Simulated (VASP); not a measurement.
The system is CsSb6.

```
Cs Sb
1.0
     5.99734    0.00000    0.00000
     0.00000    5.99734    0.00000
     0.00000    0.00000    5.99734
Cs Sb
1 6
Direct
  0.00000 0.00000 0.00000
  0.80012 0.50000 0.50000
  0.19988 0.50000 0.50000
  0.50000 0.50000 0.80012
  0.50000 0.50000 0.19988
  0.50000 0.19988 0.50000
  0.50000 0.80012 0.50000
```

The cell was built by a generator and needn't be a form met in nature.

The cell isn't the ideal one: species swapped into the LaB6 type (Pm-3m, No. 221).

| Item | Value |
| --- | --- |
| Program | VASP 6.6.1 |
| Task | relaxation of cell and atoms |
| Functional | PBE |
| Potentials or basis | VASP PAW PBE potentials, release 64 (Cs_sv, Sb) |
| Cutoff | 600 eV |
| k mesh | 4 × 4 × 4 |
| Occupations | gaussian, width 0.1 eV |
| Spin | no spin polarisation |

At the start: pressure 50.7 GPa; volume 30.82 Å³/atom.

Task: Where does the relaxation end?

Result: Over 25 steps the energy falls by 2379.4 meV/atom and the volume is 56.72 Å³/atom (+84.1 %); space group Pm-3m (No. 221, to 0.05 Å).

Step by step:
| step | energy change (eV) | largest force (eV/Å) | pressure (GPa) | volume (Å³) |
| --- | --- | --- | --- | --- |
| 1 | 0.0000 | 7.1416 | 50.65 | 215.71 |
| 2 | -13.9392 | 0.9851 | -0.20 | 685.21 |
| 3 | -14.0211 | 1.0817 | -0.17 | 666.70 |
| 4 | -14.1018 | 1.1799 | -0.13 | 649.10 |
| 5 | -14.7205 | 4.0971 | 3.52 | 393.49 |
| 6 | -14.4878 | 2.7992 | 1.06 | 520.28 |
| 7 | -14.6178 | 3.1935 | 1.58 | 481.34 |
| 8 | -14.6669 | 0.7202 | -2.50 | 547.05 |
| 9 | -15.2622 | 0.3929 | -0.97 | 509.66 |
| 10 | -15.2628 | 0.4432 | -0.92 | 508.87 |
| 11 | -15.4499 | 0.4951 | -0.82 | 485.74 |
| 12 | -15.9397 | 0.9708 | -0.18 | 420.58 |
| 13 | -14.7039 | 0.2528 | 8.71 | 308.27 |
| 14 | -15.9815 | 1.2675 | 0.59 | 400.33 |
| 15 | -16.0135 | 1.3488 | 2.03 | 368.06 |
| 16 | -16.0307 | 1.3634 | 1.53 | 377.54 |
| 17 | -16.1054 | 1.1855 | 1.61 | 372.76 |
| 18 | -16.2186 | 0.7902 | 2.31 | 358.66 |
| 19 | -16.3256 | 0.7282 | 1.82 | 364.45 |
| 20 | -16.5405 | 0.5266 | 0.59 | 382.19 |
| 21 | -16.5715 | 0.3034 | -1.04 | 419.39 |
| 22 | -16.6103 | 0.3568 | -0.46 | 404.10 |
| 23 | -16.6106 | 0.3639 | -0.39 | 402.37 |
| 24 | -16.6293 | 0.2906 | -0.28 | 401.03 |
| 25 | -16.6557 | 0.0301 | 0.11 | 397.03 |

Final structure:
```
Cs Sb
1.0
     7.34977    0.00000    0.00000
     0.00000    7.34977    0.00000
     0.00000    0.00000    7.34977
Cs Sb
1 6
Direct
  0.00000 0.00000 0.00000
  0.80147 0.50000 0.50000
  0.19853 0.50000 0.50000
  0.50000 0.50000 0.80147
  0.50000 0.50000 0.19853
  0.50000 0.19853 0.50000
  0.50000 0.80147 0.50000
```

Caveat: the volume moved by over 15 % at a fixed basis, so the end points are rough.
